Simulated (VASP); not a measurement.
Input:

```
CELL_PARAMETERS angstrom
      0.00000     2.78115     2.78115
      2.78115     0.00000     2.78115
      2.78115     2.78115     0.00000
ATOMIC_POSITIONS crystal
  Be 0.00000 0.00000 0.00000
  Te 0.25000 0.25000 0.25000
```

Calculation: LDA (Ceperley-Alder, Perdew-Zunger), VASP's LDA PAW potentials (set 64) (plane waves; VASP). Numerical set-up: 400 eV cut-off, 7×7×7 Γ-centred mesh, Gaussian smearing of 0.050 eV, potentials Be Te.

Question: What does the run give for the energy per atom (σ→0)?

Answer: 
The energy per atom (σ→0) is -4.362 eV/atom.

Only differences to runs with the same potentials and settings are physical.

The compound is BeTe in the zinc blende structure. It was relaxed first. The start is the result of an earlier pass.
